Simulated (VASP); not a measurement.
VASP ran on this input.

**KPOINTS**
```
Automatic mesh
0
Gamma
8 8 4
0 0 0
```

POSCAR:
```
ZnO
1.0
  1.6721896879  -2.8963179580   0.0000000000
  1.6721896879   2.8963179580   0.0000000000
  0.0000000000   0.0000000000   5.3987653666
Zn O
2 2
Cartesian
  1.6721896879  -0.9654412502   2.7064235890
  1.6721896879   0.9654412502   0.0070409057
  1.6721896879  -0.9654412502   4.7546701477
  1.6721896879   0.9654412502   2.0552874644
```

INCAR:
```
ALGO = Normal
EDIFF = 1E-7
EDIFFG = -0.01
ENCUT = 520
GGA = 91
IBRION = 2
ISIF = 4
ISMEAR = 0
LASPH = T
LCHARG = F
LMAXMIX = 4
LREAL = F
LWAVE = F
NELM = 100
NSW = 30
PREC = Accurate
SIGMA = 0.05
SYSTEM = ZnO
```

POTCAR, in this order: Zn O (PBE.64 set). Program: vasp_std.

### Question
Write an equivalent input for Quantum ESPRESSO's pw.x.

### Answer
One equivalent input (not run):
```
&CONTROL
  calculation = 'vc-relax'
  pseudo_dir = './pseudo'
  outdir = './out'
  tprnfor = .true.
  tstress = .true.
  nstep = 30
  forc_conv_thr = 0.00039
/
&SYSTEM
  ibrav = 0
  nat = 4
  ntyp = 2
  ecutwfc = 84
  occupations = 'smearing'
  smearing = 'gaussian'
  degauss = 0.003675
  input_dft = 'pw91'
/
&ELECTRONS
  conv_thr = 7.3e-09
  electron_maxstep = 100
/
&IONS
/
&CELL
  cell_dofree = 'shape'
/
ATOMIC_SPECIES
  Zn 65.380 Zn.upf
  O 15.999 O.upf
CELL_PARAMETERS angstrom
     1.6721897   -2.8963180    0.0000000
     1.6721897    2.8963180    0.0000000
     0.0000000    0.0000000    5.3987654
ATOMIC_POSITIONS crystal
  Zn   0.6666670  0.3333330  0.5013042
  Zn   0.3333330  0.6666670  0.0013042
  O    0.6666670  0.3333330  0.8806958
  O    0.3333330  0.6666670  0.3806958
K_POINTS automatic
  8 8 4 0 0 0
```
The two are equivalent in intent, not identical: the potentials are each code's own (VASP's PAW set, PseudoDojo norm-conserving files in pw.x), so ENCUT and ecutwfc are chosen apart and not converted; conv_thr bounds pw.x's estimated SCF error, while EDIFF bounds the energy change between steps; forc_conv_thr acts on force components and is met together with etot_conv_thr.

The compound is ZnO in the wurtzite structure. This cell is one point of a volume scan, at 1.06 of the reference volume.
